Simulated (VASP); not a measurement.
# Sb2Pd with PBEsol: from relaxation to properties, part 5 of 6

Aim: relax Sb2Pd with PBEsol, compute its properties on that cell and hold them against experiment. The start is a cell from a database of measured crystal structures.

VASP 6.6.1, plane waves and PAW; the level of theory is named at each step.

Still holding for the runs below: The k-mesh is coarse for a metal.

So far. Step 6 (Band structure (PBEsol + SOC)): Of the bands kept, 10 cross the Fermi level on this path (spinor bands, one electron each). Step 7 (Volume scan with PBEsol, volume scale 0.94): The pressure here is 7.50 GPa.

## (8) Volume scan with PBEsol, volume scale 0.96

Level of this step: PBEsol; plane waves and PAW (Sb, Pd) (VASP).

INCAR

```
SYSTEM = Sb2Pd
PREC = Accurate
ENCUT = 400
EDIFF = 1E-06
NELM = 100
ISMEAR = 0
SIGMA = 0.05
LREAL = .FALSE.
ALGO = Normal
GGA = PS
NBANDS = 52
LASPH = .TRUE.
LORBIT = 11
LWAVE = .FALSE.
LCHARG = .FALSE.
KPAR = 8
ISIF = 2
```

POSCAR

```
Sb2Pd
1.0
    6.3747804842      0.0000000000      0.0000000000
    0.0000000000      6.3747804842      0.0000000000
    0.0000000000      0.0000000000      6.3747804842
Sb Pd
8 4
Direct
    0.3722996310      0.3722996310      0.3722996310
    0.1277003690      0.6277003690      0.8722996310
    0.8722996310      0.1277003690      0.6277003690
    0.6277003690      0.8722996310      0.1277003690
    0.6277003690      0.6277003690      0.6277003690
    0.8722996310      0.3722996310      0.1277003690
    0.1277003690      0.8722996310      0.3722996310
    0.3722996310      0.1277003690      0.8722996310
    0.0000000000      0.0000000000      0.0000000000
    0.5000000000      0.0000000000      0.5000000000
    0.5000000000      0.5000000000      0.0000000000
    0.0000000000      0.5000000000      0.5000000000
```

KPOINTS

```
Automatic mesh
0
Gamma
4 4 4
0 0 0
```

PAW data sets: Sb and Pd (PBE family, release 64).

Launch:

```sh
$ mpirun -np 8 vasp_std
```

The log of the run:

```text
[... set-up lines as in an earlier step ...]
 entering main loop
       N       E                     dE             d eps       ncg     rms          rms(c)
DAV:   1     0.411745990191E+03    0.41175E+03   -0.26523E+04  1144   0.106E+03
DAV:   2    -0.403736924474E+02   -0.45212E+03   -0.42635E+03  1276   0.233E+02
DAV:   3    -0.661650829334E+02   -0.25791E+02   -0.24994E+02  1336   0.583E+01
DAV:   4    -0.666445234213E+02   -0.47944E+00   -0.47568E+00  1288   0.838E+00
DAV:   5    -0.666532054219E+02   -0.86820E-02   -0.86787E-02  1240   0.126E+00    0.162E+01
DAV:   6    -0.656495022272E+02    0.10037E+01   -0.90889E+00  1188   0.203E+01    0.734E+00
DAV:   7    -0.650003046828E+02    0.64920E+00   -0.25073E+00  1180   0.117E+01    0.552E+00
DAV:   8    -0.648889890523E+02    0.11132E+00   -0.42528E-01  1208   0.228E+00    0.102E+00
DAV:   9    -0.648655569256E+02    0.23432E-01   -0.70001E-02  1216   0.176E+00    0.271E-01
DAV:  10    -0.648659513930E+02   -0.39447E-03   -0.72768E-03  1148   0.357E-01    0.115E-01
DAV:  11    -0.648659745479E+02   -0.23155E-04   -0.45851E-04  1300   0.141E-01    0.687E-02
DAV:  12    -0.648659464330E+02    0.28115E-04   -0.10852E-04  1180   0.734E-02    0.406E-02
DAV:  13    -0.648659444142E+02    0.20189E-05   -0.83831E-06  1176   0.973E-03    0.616E-03
DAV:  14    -0.648659446112E+02   -0.19703E-06   -0.33834E-07   572   0.237E-03
   1 F= -.64865945E+02 E0= -.64863237E+02  d E =-.541464E-02
```

Run time: 24 s. Hardware: 8 MPI ranks of Intel Xeon Platinum 8259CL at 2.50GHz (Skylake/Cascade Lake), shared host; peak memory 2.5 GiB.

OUTCAR, selected parts (step 8):

```text
   ENCUT  =  400.0 eV  29.40 Ry    5.42 a.u.  10.40 10.40 10.40*2*pi/ulx,y,z

   NELECT =      80.0000    total number of electrons

 E-fermi :   9.3251

 k-point     1 :       0.0000    0.0000    0.0000
  band No.  band energies     occupation
    ...
     39       8.8285      2.00000
     40       8.8285      2.00000
     41       9.0664      2.00000
     42       9.0664      2.00000
     43       9.0664      2.00000
     44      10.1427      0.00000
     45      12.0913      0.00000
     46      12.0913      0.00000
     47      12.0913      0.00000
     48      13.7729      0.00000
    ...

  Total        7.5953287      7.5953287      7.5953287      0.0000000     -0.0000000      0.0000000
  in kB       46.9744228     46.9744228     46.9744228      0.0000000     -0.0000000      0.0000000
  external PRESSURE =      46.9744228 kB  Pullay stress =       0.0000000 kB

 POSITION                                       TOTAL-FORCE (eV/Angst)
 -----------------------------------------------------------------------------------
      2.37333      2.37333      2.37333        -0.030225     -0.030225     -0.030225
      0.81406      4.00145      5.56072         0.030225      0.030225     -0.030225
      5.56072      0.81406      4.00145        -0.030225      0.030225      0.030225
      4.00145      5.56072      0.81406         0.030225     -0.030225      0.030225
      4.00145      4.00145      4.00145         0.030225      0.030225      0.030225
      5.56072      2.37333      0.81406        -0.030225     -0.030225      0.030225
      0.81406      5.56072      2.37333         0.030225     -0.030225     -0.030225
      2.37333      0.81406      5.56072        -0.030225      0.030225     -0.030225
      0.00000      0.00000      0.00000         0.000000     -0.000000      0.000000
      3.18739      0.00000      3.18739         0.000000     -0.000000      0.000000
      3.18739      3.18739      0.00000         0.000000     -0.000000      0.000000
      0.00000      3.18739      3.18739         0.000000     -0.000000      0.000000
 -----------------------------------------------------------------------------------
    total drift:                               -0.000000     -0.000000     -0.000000

  FREE ENERGIE OF THE ION-ELECTRON SYSTEM (eV)
  ---------------------------------------------------
  free  energy   TOTEN  =       -64.8659446112 eV

  energy  without entropy=      -64.8605299703  energy(sigma->0) =      -64.86323729

[... 5 parts as in an earlier step ...]

[... 11 further parts left out ...]
```

This step gave:

- free energy (TOTEN): -64.8659 eV
- energy at zero smearing: -64.8632 eV
- Fermi energy: 9.325 eV
- pressure: 4.697 GPa

The pressure falls from 7.50 to 4.70 GPa.

The run ends at a pressure of 4.70 GPa, with forces up to 0.052 eV/Å.

## (9) Volume scan with PBEsol, volume scale 0.98

INCAR is that of step 8.

Changes to POSCAR since step 8:

```diff
@@ -2,5 +2,5 @@
 1.0
-    6.3747804842      0.0000000000      0.0000000000
-    0.0000000000      6.3747804842      0.0000000000
-    0.0000000000      0.0000000000      6.3747804842
+    6.4187458769      0.0000000000      0.0000000000
+    0.0000000000      6.4187458769      0.0000000000
+    0.0000000000      0.0000000000      6.4187458769
 Sb Pd
```

KPOINTS is that of step 8.

Launch:

```sh
$ mpirun -np 8 vasp_std
```

The log of the run:

```text
[... set-up lines as in an earlier step ...]
 entering main loop
       N       E                     dE             d eps       ncg     rms          rms(c)
DAV:   1     0.409298619360E+03    0.40930E+03   -0.26713E+04  1144   0.106E+03
DAV:   2    -0.399974994370E+02   -0.44930E+03   -0.42318E+03  1264   0.233E+02
DAV:   3    -0.661768768881E+02   -0.26179E+02   -0.25158E+02  1336   0.576E+01
DAV:   4    -0.666974602207E+02   -0.52058E+00   -0.51722E+00  1280   0.860E+00
[...]
DAV:  12    -0.649853514876E+02    0.21012E-04   -0.10364E-04  1188   0.697E-02    0.424E-02
DAV:  13    -0.649853492050E+02    0.22826E-05   -0.73144E-06  1196   0.927E-03    0.810E-03
DAV:  14    -0.649853492982E+02   -0.93197E-07   -0.43855E-07   572   0.253E-03
   1 F= -.64985349E+02 E0= -.64983122E+02  d E =-.445544E-02
```

Wall time 24 s (8 MPI ranks); peak memory 2.5 GiB.

From OUTCAR (step 9):

```text
  Total        3.6505578      3.6505578      3.6505578     -0.0000000     -0.0000000     -0.0000000
  in kB       22.1166460     22.1166460     22.1166460     -0.0000000     -0.0000000     -0.0000000
  external PRESSURE =      22.1166460 kB  Pullay stress =       0.0000000 kB

 POSITION                                       TOTAL-FORCE (eV/Angst)
 -----------------------------------------------------------------------------------
      2.38970      2.38970      2.38970        -0.016214     -0.016214     -0.016214
      0.81968      4.02905      5.59907         0.016214      0.016214     -0.016214
      5.59907      0.81968      4.02905        -0.016214      0.016214      0.016214
      4.02905      5.59907      0.81968         0.016214     -0.016214      0.016214
      4.02905      4.02905      4.02905         0.016214      0.016214      0.016214
      5.59907      2.38970      0.81968        -0.016214     -0.016214      0.016214
      0.81968      5.59907      2.38970         0.016214     -0.016214     -0.016214
      2.38970      0.81968      5.59907        -0.016214      0.016214     -0.016214
      0.00000      0.00000      0.00000        -0.000000      0.000000      0.000000
      3.20937      0.00000      3.20937        -0.000000      0.000000      0.000000
      3.20937      3.20937      0.00000        -0.000000      0.000000      0.000000
      0.00000      3.20937      3.20937        -0.000000      0.000000      0.000000
 -----------------------------------------------------------------------------------
    total drift:                               -0.000000     -0.000000     -0.000000

  FREE ENERGIE OF THE ION-ELECTRON SYSTEM (eV)
  ---------------------------------------------------
  free  energy   TOTEN  =       -64.9853492982 eV

  energy  without entropy=      -64.9808938556  energy(sigma->0) =      -64.98312158

[... 1 part as in an earlier step ...]

[... 2 further parts left out ...]
[key lines of the parts left out:]
E-fermi :   9.0132
```

The pressure falls from 4.70 to 2.21 GPa.

The run ends at a pressure of 2.21 GPa, with forces up to 0.028 eV/Å.

## (10) Volume scan with PBEsol, volume scale 1

INCAR is that of step 9.

Changes to POSCAR since step 9:

```diff
@@ -2,5 +2,5 @@
 1.0
-    6.4187458769      0.0000000000      0.0000000000
-    0.0000000000      6.4187458769      0.0000000000
-    0.0000000000      0.0000000000      6.4187458769
+    6.4621170971      0.0000000000      0.0000000000
+    0.0000000000      6.4621170971      0.0000000000
+    0.0000000000      0.0000000000      6.4621170971
 Sb Pd
```

KPOINTS is that of step 9.

Launch:

```sh
$ mpirun -np 8 vasp_std
```

The log of the run:

```text
[... set-up lines as in an earlier step ...]
 entering main loop
       N       E                     dE             d eps       ncg     rms          rms(c)
DAV:   1     0.402036981121E+03    0.40204E+03   -0.26669E+04  1144   0.106E+03
DAV:   2    -0.407093673590E+02   -0.44275E+03   -0.41773E+03  1292   0.230E+02
DAV:   3    -0.661740707534E+02   -0.25465E+02   -0.24578E+02  1344   0.573E+01
DAV:   4    -0.666732399426E+02   -0.49917E+00   -0.49425E+00  1296   0.840E+00
[...]
DAV:  12    -0.650252815147E+02    0.16376E-04   -0.10243E-04  1188   0.679E-02    0.432E-02
DAV:  13    -0.650252791533E+02    0.23614E-05   -0.66816E-06  1192   0.909E-03    0.934E-03
DAV:  14    -0.650252791624E+02   -0.91504E-08   -0.53615E-07   572   0.299E-03
   1 F= -.65025279E+02 E0= -.65023609E+02  d E =-.334042E-02
```

It took 24 s on 8 MPI ranks; peak memory 2.5 GiB.

From OUTCAR (step 10):

```text
  Total        0.0034063      0.0034063      0.0034063     -0.0000000      0.0000000      0.0000000
  in kB        0.0202239      0.0202239      0.0202239     -0.0000000      0.0000000      0.0000000
  external PRESSURE =       0.0202239 kB  Pullay stress =       0.0000000 kB

 POSITION                                       TOTAL-FORCE (eV/Angst)
 -----------------------------------------------------------------------------------
      2.40584      2.40584      2.40584        -0.001169     -0.001169     -0.001169
      0.82521      4.05627      5.63690         0.001169      0.001169     -0.001169
      5.63690      0.82521      4.05627        -0.001169      0.001169      0.001169
      4.05627      5.63690      0.82521         0.001169     -0.001169      0.001169
      4.05627      4.05627      4.05627         0.001169      0.001169      0.001169
      5.63690      2.40584      0.82521        -0.001169     -0.001169      0.001169
      0.82521      5.63690      2.40584         0.001169     -0.001169     -0.001169
      2.40584      0.82521      5.63690        -0.001169      0.001169     -0.001169
      0.00000      0.00000      0.00000         0.000000     -0.000000      0.000000
      3.23106      0.00000      3.23106         0.000000     -0.000000      0.000000
      3.23106      3.23106      0.00000         0.000000     -0.000000      0.000000
      0.00000      3.23106      3.23106         0.000000     -0.000000      0.000000
 -----------------------------------------------------------------------------------
    total drift:                               -0.000000     -0.000000     -0.000000

  FREE ENERGIE OF THE ION-ELECTRON SYSTEM (eV)
  ---------------------------------------------------
  free  energy   TOTEN  =       -65.0252791624 eV

  energy  without entropy=      -65.0219387412  energy(sigma->0) =      -65.02360895

[... 2 parts as in an earlier step ...]

[... 1 further part left out ...]
[key lines of the parts left out:]
E-fermi :   8.7124
```

The pressure falls from 2.21 to 0.00 GPa.

The run ends at a pressure of 0.00 GPa, with forces up to 0.0020 eV/Å.

## (11) Volume scan with PBEsol, volume scale 1.02

INCAR is that of step 10.

Changes to POSCAR since step 10:

```diff
@@ -2,5 +2,5 @@
 1.0
-    6.4621170971      0.0000000000      0.0000000000
-    0.0000000000      6.4621170971      0.0000000000
-    0.0000000000      0.0000000000      6.4621170971
+    6.5049138218      0.0000000000      0.0000000000
+    0.0000000000      6.5049138218      0.0000000000
+    0.0000000000      0.0000000000      6.5049138218
 Sb Pd
```

KPOINTS is that of step 10.

Launch:

```sh
$ mpirun -np 8 vasp_std
```

The log of the run:

```text
[... set-up lines as in an earlier step ...]
 entering main loop
       N       E                     dE             d eps       ncg     rms          rms(c)
DAV:   1     0.397903885548E+03    0.39790E+03   -0.26454E+04  1144   0.106E+03
DAV:   2    -0.401830119562E+02   -0.43809E+03   -0.41401E+03  1300   0.227E+02
DAV:   3    -0.660631902303E+02   -0.25880E+02   -0.24902E+02  1328   0.574E+01
DAV:   4    -0.665823154407E+02   -0.51913E+00   -0.51343E+00  1284   0.853E+00
[...]
DAV:  12    -0.649954009718E+02    0.13366E-04   -0.10563E-04  1172   0.673E-02    0.444E-02
DAV:  13    -0.649953985616E+02    0.24102E-05   -0.63294E-06  1200   0.940E-03    0.106E-02
DAV:  14    -0.649953984951E+02    0.66513E-07   -0.71106E-07   572   0.401E-03
   1 F= -.64995398E+02 E0= -.64994192E+02  d E =-.241333E-02
```

Wall time 30 s (8 MPI ranks); peak memory 2.5 GiB.

OUTCAR, selected parts (step 11):

```text
  Total       -3.3674481     -3.3674481     -3.3674481     -0.0000000      0.0000000     -0.0000000
  in kB      -19.6013892    -19.6013892    -19.6013892     -0.0000000      0.0000000     -0.0000000
  external PRESSURE =     -19.6013892 kB  Pullay stress =       0.0000000 kB

 POSITION                                       TOTAL-FORCE (eV/Angst)
 -----------------------------------------------------------------------------------
      2.42178      2.42178      2.42178         0.012477      0.012477      0.012477
      0.83068      4.08314      5.67423        -0.012477     -0.012477      0.012477
      5.67423      0.83068      4.08314         0.012477     -0.012477     -0.012477
      4.08314      5.67423      0.83068        -0.012477      0.012477     -0.012477
      4.08314      4.08314      4.08314        -0.012477     -0.012477     -0.012477
      5.67423      2.42178      0.83068         0.012477      0.012477     -0.012477
      0.83068      5.67423      2.42178        -0.012477      0.012477      0.012477
      2.42178      0.83068      5.67423         0.012477     -0.012477      0.012477
      0.00000      0.00000      0.00000         0.000000      0.000000     -0.000000
      3.25246      0.00000      3.25246         0.000000      0.000000     -0.000000
      3.25246      3.25246      0.00000         0.000000      0.000000     -0.000000
      0.00000      3.25246      3.25246         0.000000      0.000000     -0.000000
 -----------------------------------------------------------------------------------
    total drift:                               -0.000000     -0.000000     -0.000000

  FREE ENERGIE OF THE ION-ELECTRON SYSTEM (eV)
  ---------------------------------------------------
  free  energy   TOTEN  =       -64.9953984951 eV

  energy  without entropy=      -64.9929851615  energy(sigma->0) =      -64.99419183

[... 1 part as in an earlier step ...]

[... 2 further parts left out ...]
[key lines of the parts left out:]
E-fermi :   8.4212
```

The pressure falls from 0.00 to -1.96 GPa.

The run ends at a pressure of -1.96 GPa, with forces up to 0.022 eV/Å.

## (12) Volume scan with PBEsol, volume scale 1.04

INCAR is that of step 11.

Changes to POSCAR since step 11:

```diff
@@ -2,5 +2,5 @@
 1.0
-    6.5049138218      0.0000000000      0.0000000000
-    0.0000000000      6.5049138218      0.0000000000
-    0.0000000000      0.0000000000      6.5049138218
+    6.5471547055      0.0000000000      0.0000000000
+    0.0000000000      6.5471547055      0.0000000000
+    0.0000000000      0.0000000000      6.5471547055
 Sb Pd
```

KPOINTS is that of step 11.

Launch:

```sh
$ mpirun -np 8 vasp_std
```

The log of the run:

```text
[... set-up lines as in an earlier step ...]
 entering main loop
       N       E                     dE             d eps       ncg     rms          rms(c)
DAV:   1     0.398759296047E+03    0.39876E+03   -0.26418E+04  1144   0.106E+03
DAV:   2    -0.402949932836E+02   -0.43905E+03   -0.41517E+03  1296   0.227E+02
DAV:   3    -0.658923807687E+02   -0.25597E+02   -0.24689E+02  1320   0.569E+01
DAV:   4    -0.664298576033E+02   -0.53748E+00   -0.53295E+00  1316   0.869E+00
[...]
DAV:  12    -0.649030674737E+02    0.11055E-04   -0.11187E-04  1176   0.678E-02    0.460E-02
DAV:  13    -0.649030650792E+02    0.23945E-05   -0.61908E-06  1216   0.950E-03    0.119E-02
DAV:  14    -0.649030649238E+02    0.15537E-06   -0.88363E-07   572   0.473E-03
   1 F= -.64903065E+02 E0= -.64902120E+02  d E =-.189054E-02
```

It took 38 s on 8 MPI ranks; peak memory 2.9 GiB.

Parts of OUTCAR (step 12):

```text
  Total       -6.4841706     -6.4841706     -6.4841706      0.0000000      0.0000000      0.0000000
  in kB      -37.0175105    -37.0175105    -37.0175105      0.0000000      0.0000000      0.0000000
  external PRESSURE =     -37.0175105 kB  Pullay stress =       0.0000000 kB

 POSITION                                       TOTAL-FORCE (eV/Angst)
 -----------------------------------------------------------------------------------
      2.43750      2.43750      2.43750         0.025652      0.025652      0.025652
      0.83607      4.10965      5.71108        -0.025652     -0.025652      0.025652
      5.71108      0.83607      4.10965         0.025652     -0.025652     -0.025652
      4.10965      5.71108      0.83607        -0.025652      0.025652     -0.025652
      4.10965      4.10965      4.10965        -0.025652     -0.025652     -0.025652
      5.71108      2.43750      0.83607         0.025652      0.025652     -0.025652
      0.83607      5.71108      2.43750        -0.025652      0.025652      0.025652
      2.43750      0.83607      5.71108         0.025652     -0.025652      0.025652
      0.00000      0.00000      0.00000         0.000000      0.000000     -0.000000
      3.27358      0.00000      3.27358         0.000000      0.000000     -0.000000
      3.27358      3.27358      0.00000         0.000000      0.000000     -0.000000
      0.00000      3.27358      3.27358         0.000000      0.000000     -0.000000
 -----------------------------------------------------------------------------------
    total drift:                                0.000000      0.000000     -0.000000

  FREE ENERGIE OF THE ION-ELECTRON SYSTEM (eV)
  ---------------------------------------------------
  free  energy   TOTEN  =       -64.9030649238 eV

  energy  without entropy=      -64.9011743846  energy(sigma->0) =      -64.90211965

[... 1 part as in an earlier step ...]

[... 2 further parts left out ...]
[key lines of the parts left out:]
E-fermi :   8.1382
```

The pressure falls from -1.96 to -3.70 GPa.

The run ends at a pressure of -3.70 GPa, with forces up to 0.044 eV/Å.

[end of part 5 of 6]

[Lines on the potential files, build, host, timing and source positions are cut from VASP's logs without a mark.]

[Logs are printed without paths, hosts, clocks, repeated set-up lines and the standing remarks that a program may print on its own settings, such as how far it seeks lower states.]

[Hosts, paths, dates, database ids (printed as entryN), source tags and the programs' standing remarks are cut or masked in the printed files.]

[A measured line is paired with the nearest computed mode of its activity, which favours agreement.]
